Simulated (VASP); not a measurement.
An input for Quantum ESPRESSO's pw.x (written as the equivalent of a VASP run, and not itself run):

```
&CONTROL
  calculation = 'scf'
  pseudo_dir = './pseudo'
  outdir = './out'
  tprnfor = .true.
  tstress = .true.
/
&SYSTEM
  ibrav = 0
  nat = 3
  ntyp = 2
  ecutwfc = 84
  occupations = 'smearing'
  smearing = 'fermi-dirac'
  degauss = 0.003675
  input_dft = 'pbe'
/
&ELECTRONS
  conv_thr = 7.3e-08
  electron_maxstep = 100
/
ATOMIC_SPECIES
  Ca 40.078 Ca.upf
  F 18.998 F.upf
CELL_PARAMETERS angstrom
     0.0000000    2.6754000    2.6754000
     2.6754000    0.0000000    2.6754000
     2.6754000    2.6754000    0.0000000
ATOMIC_POSITIONS crystal
  Ca   0.0000000  0.0000000  0.0000000
  F    0.2500000  0.2500000  0.2500000
  F    0.7500000  0.7500000  0.7500000
K_POINTS automatic
  8 8 8 0 0 0
```

**Question.** Translate this input to VASP (INCAR, KPOINTS, POSCAR, choice of POTCAR).

**Answer.** Several could match; the one computed here: 
File KPOINTS:
```
Automatic mesh
0
Gamma
 8 8 8
0 0 0
```

**INCAR**
```
! general
SYSTEM  =  CaF2
PREC    =  Accurate
ENCUT   =  400   ! plane-wave cut-off (eV)
LREAL   =  .False.
LASPH   =  .True.   ! aspherical one-centre terms

! electronic loop
EDIFF   =  1E-6   ! SCF stop (eV)
NELM    =  100
ALGO    =  Normal   ! blocked Davidson

! smearing
ISMEAR  =  -1   ! Fermi-Dirac
SIGMA   =  0.05

! functional
GGA     =  PE

! ions
ISIF    =  2   ! forces and stress, cell fixed

! output
LWAVE   =  .False.
LCHARG  =  .False.
```

File POSCAR:
```
CaF2
1
    0.0000000000     2.6754000000     2.6754000000
    2.6754000000     0.0000000000     2.6754000000
    2.6754000000     2.6754000000     0.0000000000
Ca F
1 2
Direct
  0.0000000000   0.0000000000   0.0000000000
  0.2500000000   0.2500000000   0.2500000000
  0.7500000000   0.7500000000   0.7500000000
```

POTCAR, in this order: Ca_sv F (PBE.64 set). Program: vasp_std.

What does not carry over: the potentials are each code's own (VASP's PAW set, PseudoDojo norm-conserving files in pw.x), so ENCUT and ecutwfc are chosen apart and not converted; conv_thr bounds pw.x's estimated SCF error, while EDIFF bounds the energy change between steps.

The structure is a typed CaF2 crystal (Fm-3m). The cell was not relaxed at this level, and its volume differs by -5.9 % from the start's.
